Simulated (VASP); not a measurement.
All values below come from r2SCAN meta-GGA, VASP's PBE PAW potentials (set 64) (plane waves; VASP).

A VASP calculation is set up with these files.

### INCAR
```
SYSTEM = YN
PREC = Accurate
ENCUT = 520
EDIFF = 1E-7
NELM = 100
ALGO = Normal
LREAL = .FALSE.
LASPH = .TRUE.
ISMEAR = -5
METAGGA = R2SCAN
LMIXTAU = .TRUE.
LMAXMIX = 4
LWAVE = .FALSE.
LCHARG = .FALSE.
LORBIT = 11
NEDOS = 601
ISIF = 2
```

File KPOINTS_OPT:
```
k-points along high-symmetry lines
10
Line-mode
Reciprocal
  0.000000   0.000000   0.000000 ! GAMMA
  0.500000   0.000000   0.500000 ! X

  0.500000   0.000000   0.500000 ! X
  0.625000   0.250000   0.625000 ! U

  0.375000   0.375000   0.750000 ! K
  0.000000   0.000000   0.000000 ! GAMMA

  0.000000   0.000000   0.000000 ! GAMMA
  0.500000   0.500000   0.500000 ! L

  0.500000   0.500000   0.500000 ! L
  0.500000   0.250000   0.750000 ! W

  0.500000   0.250000   0.750000 ! W
  0.500000   0.000000   0.500000 ! X
```

POSCAR:
```
YN
4.8963480
  0.0000000000   0.4999999658   0.4999999658
  0.4999999658   0.0000000000   0.4999999658
  0.4999999658   0.4999999658   0.0000000000
Y N
1 1
direct
  0.0000000000   0.0000000000   0.0000000000
  0.5000000000   0.5000000000   0.5000000000
```

**KPOINTS**
```
Automatic mesh
0
Gamma
10 10 10
0 0 0
```

POTCAR, in this order: Y_sv N (PBE.64 set). Program: vasp_std.

Problem. What will the output report for the number of irreducible k-points (NKPTS), number of bands (NBANDS), largest plane-wave count, number of space-group operations, FFT grid (NGX, NGY, NGZ)?

Solution. 
```yaml
number of irreducible k-points (NKPTS): 47
number of bands (NBANDS): 12
largest_plane_wave_count: 804
number_of_space_group_operations: 48
FFT grid (NGX, NGY, NGZ): 28 × 28 × 28
```

The compound is YN in the rock salt structure. It was relaxed first.
